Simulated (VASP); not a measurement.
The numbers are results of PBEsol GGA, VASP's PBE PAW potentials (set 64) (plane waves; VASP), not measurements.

VASP ran on this input.

### INCAR
```
LDIPOL = T
IDIPOL = 3
ENCUT = 400   # plane-wave cut-off (eV)
GGA = PS   # PBEsol
ISMEAR = 1
LWAVE = T
LCHARG = F
NELM = 100   # most electronic steps
LASPH = T   # aspherical one-centre terms
PREC = Normal
EDIFFG = -0.03   # ionic stop
LMAXMIX = 6   # l cut-off of mixed one-centre charges
DIPOL = 0.5 0.5 0.5
NELMIN = 4
LREAL = F   # projection in real space or not
SIGMA = 0.1   # width (eV)
IBRION = 2
NSW = 50   # most ionic steps
EDIFF = 1E-5   # SCF stop (eV)
ISIF = 2   # forces and stress, cell fixed
SYSTEM = Hf(001) slab
ALGO = Normal   # blocked Davidson
```

**POSCAR**
```
Hf(001) slab
1
    3.1575338446     0.0000000000     0.0000000000
   -1.5787669223     2.7345044851     0.0000000000
    0.0000000000     0.0000000000    24.8127885333
Hf
4
Direct
  0.6666670000   0.3333330000   0.4497010000
  0.3333330000   0.6666670000   0.3491040000
  0.6666670000   0.3333330000   0.6508960000
  0.3333330000   0.6666670000   0.5502990000
```

File KPOINTS:
```
Automatic mesh
0
Gamma
10 10 1
0 0 0
```

POTCAR, in this order: Hf_pv (PBE.64 set). Program: vasp_std.

The resulting files:

File OUTCAR:
```
 ion  position               nearest neighbor table
   1  0.667  0.333  0.450-   2 3.09   2 3.09   2 3.09   4 3.09   4 3.09   4 3.09
   2  0.333  0.667  0.349-   1 3.09   1 3.09   1 3.09
   3  0.667  0.333  0.651-   4 3.09   4 3.09   4 3.09
   4  0.333  0.667  0.550-   3 3.09   3 3.09   3 3.09   1 3.09   1 3.09   1 3.09
  LATTYP: Found a hexagonal cell.
 ALAT       =     3.1575338446
 C/A-ratio  =     7.8582810999
 Subroutine PRICEL returns:
 Original cell was already a primitive cell.
 Subroutine GETGRP returns: Found 12 space group operations
The static configuration has the point symmetry D_3d.
The dynamic configuration has the point symmetry D_3d.
 Subroutine INISYM returns: Found 12 space group operations
 Subroutine IBZKPT returns following result:
 Found     14 irreducible k-points:

 Following reciprocal coordinates:
            Coordinates               Weight
  0.000000  0.000000  0.000000      1.000000
  0.100000  0.000000  0.000000      6.000000
  0.200000  0.000000  0.000000      6.000000
  0.300000  0.000000  0.000000      6.000000
  0.400000 -0.000000  0.000000      6.000000
  0.500000  0.000000  0.000000      3.000000
...
```

**OSZICAR**
```
...
DAV:  22    -0.398156477515E+02   -0.23070E-04   -0.81302E-06   520   0.168E-02    0.317E-02
DAV:  23    -0.398156537948E+02   -0.60433E-05   -0.43659E-06   456   0.902E-03
   1 F= -.39815654E+02 E0= -.39815986E+02  d E =-.398157E+02
       N       E                     dE             d eps       ncg     rms          rms(c)
DAV:   1    -0.398440788488E+02   -0.28431E-01   -0.31380E+01   672   0.380E+01    0.538E+00
DAV:   2    -0.400093901672E+02   -0.16531E+00   -0.20612E+00   872   0.741E+00    0.545E+00
DAV:   3    -0.400046497473E+02    0.47404E-02   -0.24337E+00   912   0.607E+00    0.556E+00
DAV:   4    -0.399321735829E+02    0.72476E-01   -0.37416E-01   896   0.192E+00    0.170E+00
DAV:   5    -0.399297887483E+02    0.23848E-02   -0.26674E-02   968   0.668E-01    0.587E-01
DAV:   6    -0.399302458464E+02   -0.45710E-03   -0.14783E-02  1000   0.403E-01    0.645E-01
DAV:   7    -0.399298741773E+02    0.37167E-03   -0.18688E-03   848   0.179E-01    0.453E-01
DAV:   8    -0.399298595198E+02    0.14658E-04   -0.10885E-04   864   0.454E-02    0.399E-01
DAV:   9    -0.399296930961E+02    0.16642E-03   -0.79322E-04   800   0.106E-01    0.108E-01
DAV:  10    -0.399296908328E+02    0.22633E-05   -0.86429E-05   872   0.458E-02
   2 F= -.39929691E+02 E0= -.39929917E+02  d E =-.114037E+00
       N       E                     dE             d eps       ncg     rms          rms(c)
DAV:   1    -0.398876980034E+02    0.41995E-01   -0.29966E+01   672   0.373E+01    0.529E+00
DAV:   2    -0.400086658514E+02   -0.12097E+00   -0.15657E+00   824   0.718E+00    0.367E+00
DAV:   3    -0.400416574019E+02   -0.32992E-01   -0.17941E+00   928   0.530E+00    0.529E+00
DAV:   4    -0.399738221119E+02    0.67835E-01   -0.35997E-01   896   0.195E+00    0.171E+00
DAV:   5    -0.399723093688E+02    0.15127E-02   -0.19184E-02   984   0.632E-01    0.800E-01
DAV:   6    -0.399718117365E+02    0.49763E-03   -0.25286E-02   984   0.540E-01    0.543E-01
DAV:   7    -0.399716321291E+02    0.17961E-03   -0.16258E-03   848   0.197E-01    0.459E-01
DAV:   8    -0.399715757224E+02    0.56407E-04   -0.15546E-04   952   0.641E-02    0.347E-01
DAV:   9    -0.399714315555E+02    0.14417E-03   -0.82955E-04   792   0.123E-01    0.640E-02
DAV:  10    -0.399714340818E+02   -0.25262E-05   -0.56732E-05   864   0.411E-02
   3 F= -.39971434E+02 E0= -.39972377E+02  d E =-.155780E+00
       N       E                     dE             d eps       ncg     rms          rms(c)
DAV:   1    -0.399713393849E+02    0.92171E-04   -0.48878E-02   672   0.151E+00    0.215E-01
DAV:   2    -0.399715173867E+02   -0.17800E-03   -0.23436E-03   832   0.286E-01    0.124E-01
DAV:   3    -0.399715713351E+02   -0.53948E-04   -0.24667E-03   944   0.171E-01    0.204E-01
DAV:   4    -0.399714708006E+02    0.10053E-03   -0.62177E-04   792   0.935E-02    0.545E-02
DAV:   5    -0.399714728518E+02   -0.20512E-05   -0.19932E-05   616   0.237E-02
   4 F= -.39971473E+02 E0= -.39972402E+02  d E =-.155819E+00
       N       E                     dE             d eps       ncg     rms          rms(c)
DAV:   1    -0.399715406118E+02   -0.69811E-04   -0.46299E-01   672   0.467E+00    0.406E-01
DAV:   2    -0.399733363713E+02   -0.17958E-02   -0.22139E-02   680   0.881E-01    0.191E-01
DAV:   3    -0.399736788924E+02   -0.34252E-03   -0.11428E-02   896   0.378E-01    0.505E-01
DAV:   4    -0.399732403955E+02    0.43850E-03   -0.19032E-03   904   0.175E-01    0.264E-01
DAV:   5    -0.399732056594E+02    0.34736E-04   -0.17881E-04   880   0.649E-02    0.136E-01
DAV:   6    -0.399731928238E+02    0.12836E-04   -0.66267E-05   712   0.372E-02    0.386E-02
DAV:   7    -0.399731931575E+02   -0.33371E-06   -0.56535E-05   704   0.284E-02
   5 F= -.39973193E+02 E0= -.39974080E+02  d E =-.172031E-02
       N       E                     dE             d eps       ncg     rms          rms(c)
DAV:   1    -0.399617123008E+02    0.11481E-01   -0.41759E+00   672   0.140E+01    0.120E+00
DAV:   2    -0.399782526605E+02   -0.16540E-01   -0.20599E-01   680   0.268E+00    0.616E-01
DAV:   3    -0.399811030953E+02   -0.28504E-02   -0.10975E-01   896   0.115E+00    0.155E+00
DAV:   4    -0.399770510721E+02    0.40520E-02   -0.17548E-02   896   0.547E-01    0.811E-01
DAV:   5    -0.399769004454E+02    0.15063E-03   -0.10223E-03   992   0.172E-01    0.524E-01
DAV:   6    -0.399766208960E+02    0.27955E-03   -0.14506E-03   888   0.145E-01    0.121E-01
DAV:   7    -0.399766181537E+02    0.27423E-05   -0.25522E-04   984   0.748E-02    0.735E-02
DAV:   8    -0.399766183517E+02   -0.19795E-06   -0.17022E-05   608   0.251E-02
   6 F= -.39976618E+02 E0= -.39977334E+02  d E =-.514550E-02
       N       E                     dE             d eps       ncg     rms          rms(c)
DAV:   1    -0.399157194847E+02    0.60899E-01   -0.16660E+01   672   0.281E+01    0.240E+00
DAV:   2    -0.399842196126E+02   -0.68500E-01   -0.85746E-01   704   0.549E+00    0.137E+00
DAV:   3    -0.399928659791E+02   -0.86464E-02   -0.45998E-01   904   0.233E+00    0.309E+00
DAV:   4    -0.399770581923E+02    0.15808E-01   -0.69869E-02   880   0.114E+00    0.156E+00
DAV:   5    -0.399771254858E+02   -0.67293E-04   -0.30640E-03   968   0.324E-01    0.122E+00
DAV:   6    -0.399755777809E+02    0.15477E-02   -0.89813E-03   952   0.335E-01    0.304E-01
DAV:   7    -0.399755881328E+02   -0.10352E-04   -0.56487E-04   848   0.131E-01    0.905E-02
DAV:   8    -0.399755899925E+02   -0.18597E-05   -0.73102E-05   960   0.482E-02
   7 F= -.39975590E+02 E0= -.39975941E+02  d E =-.411714E-02
       N       E                     dE             d eps       ncg     rms          rms(c)
DAV:   1    -0.399562852858E+02    0.19303E-01   -0.58247E+00   672   0.166E+01    0.143E+00
DAV:   2    -0.399785121389E+02   -0.22227E-01   -0.27042E-01   672   0.310E+00    0.583E-01
DAV:   3    -0.399825561053E+02   -0.40440E-02   -0.11054E-01   888   0.119E+00    0.164E+00
DAV:   4    -0.399785050465E+02    0.40511E-02   -0.14274E-02   896   0.475E-01    0.106E+00
DAV:   5    -0.399776755904E+02    0.82946E-03   -0.35233E-03   992   0.257E-01    0.517E-01
DAV:   6    -0.399775189585E+02    0.15663E-03   -0.98527E-04  1000   0.156E-01    0.144E-01
DAV:   7    -0.399775355422E+02   -0.16584E-04   -0.10299E-03   904   0.112E-01    0.198E-01
DAV:   8    -0.399774944481E+02    0.41094E-04   -0.27030E-04   848   0.843E-02    0.563E-02
DAV:   9    -0.399774955317E+02   -0.10836E-05   -0.22655E-05   552   0.330E-02
   8 F= -.39977496E+02 E0= -.39978066E+02  d E =-.602268E-02
       N       E                     dE             d eps       ncg     rms          rms(c)
DAV:   1    -0.399767224236E+02    0.77202E-03   -0.31087E-01   672   0.370E+00    0.503E-01
DAV:   2    -0.399779364838E+02   -0.12141E-02   -0.17012E-02   840   0.738E-01    0.356E-01
DAV:   3    -0.399781332681E+02   -0.19678E-03   -0.17594E-02   928   0.446E-01    0.533E-01
DAV:   4    -0.399775257551E+02    0.60751E-03   -0.30995E-03   896   0.219E-01    0.188E-01
DAV:   5    -0.399775467347E+02   -0.20980E-04   -0.91612E-05   864   0.571E-02    0.142E-01
DAV:   6    -0.399775024319E+02    0.44303E-04   -0.46921E-04   808   0.732E-02    0.333E-02
DAV:   7    -0.399775029642E+02   -0.53232E-06   -0.13751E-05   552   0.191E-02
   9 F= -.39977503E+02 E0= -.39977993E+02  d E =-.743256E-05
       N       E                     dE             d eps       ncg     rms          rms(c)
DAV:   1    -0.399774434613E+02    0.58971E-04   -0.71588E-02   672   0.177E+00    0.246E-01
DAV:   2    -0.399777276561E+02   -0.28419E-03   -0.40635E-03   824   0.356E-01    0.174E-01
DAV:   3    -0.399777744915E+02   -0.46835E-04   -0.43751E-03   936   0.228E-01    0.262E-01
DAV:   4    -0.399776322414E+02    0.14225E-03   -0.64828E-04   744   0.100E-01    0.111E-01
DAV:   5    -0.399776332028E+02   -0.96144E-06   -0.22594E-05   648   0.288E-02
  10 F= -.39977633E+02 E0= -.39978192E+02  d E =-.137671E-03
```

OUTCAR:
```
------------------------ aborting loop because EDIFF is reached ----------------------------------------
  FORCE on cell =-STRESS in cart. coord.  units (eV):
  Direction    XX          YY          ZZ          XY          YZ          ZX
  --------------------------------------------------------------------------------------
  Total       -0.9235313     -0.9235312     -0.0771033     -0.0000000     -0.0000000      0.0000000
  in kB       -6.9065308     -6.9065306     -0.5766085     -0.0000000     -0.0000000      0.0000000
  external PRESSURE =      -4.7965567 kB  Pullay stress =       0.0000000 kB
  volume of cell :      214.24
      direct lattice vectors                 reciprocal lattice vectors
     3.157533845  0.000000000  0.000000000     0.316702860  0.182848484  0.000000000
    -1.578766922  2.734504485  0.000000000     0.000000000  0.365696968  0.000000000
     0.000000000  0.000000000 24.812788533     0.000000000  0.000000000  0.040301798
 POSITION                                       TOTAL-FORCE (eV/Angst)
 -----------------------------------------------------------------------------------
      1.57877      0.91150     11.09327         0.000000     -0.000000     -0.009022
     -0.00000      1.82300      8.76945        -0.000000      0.000000     -0.006145
      1.57877      0.91150     16.04334         0.000000      0.000000      0.006145
     -0.00000      1.82300     13.71951        -0.000000      0.000000      0.009022
 -----------------------------------------------------------------------------------
    total drift:                                0.000000     -0.000000      0.000000
  FREE ENERGIE OF THE ION-ELECTRON SYSTEM (eV)
  ---------------------------------------------------
  free  energy   TOTEN  =       -39.9776332028 eV

  energy  without entropy=      -39.9793103295  energy(sigma->0) =      -39.97819225

 reached required accuracy - stopping structural energy minimisation
```
(Selected blocks of OUTCAR.)

File CONTCAR:
```
Hf(001) slab
   1.00000000000000
     3.1575338446000001    0.0000000000000000    0.0000000000000000
    -1.5787669223000000    2.7345044851000000    0.0000000000000000
     0.0000000000000000    0.0000000000000000   24.8127885333000009
  Hf
     4
Direct
     0.6666669999999968    0.3333330000000032    0.4470789118747097
     0.3333330000000032    0.6666669999999968    0.3534244133403779
     0.6666669999999968    0.3333330000000032    0.6465755866596220
     0.3333330000000032    0.6666669999999968    0.5529210881252902
```

The cell is a thin slab with vacuum, built from Hf (hcp): (001) face.
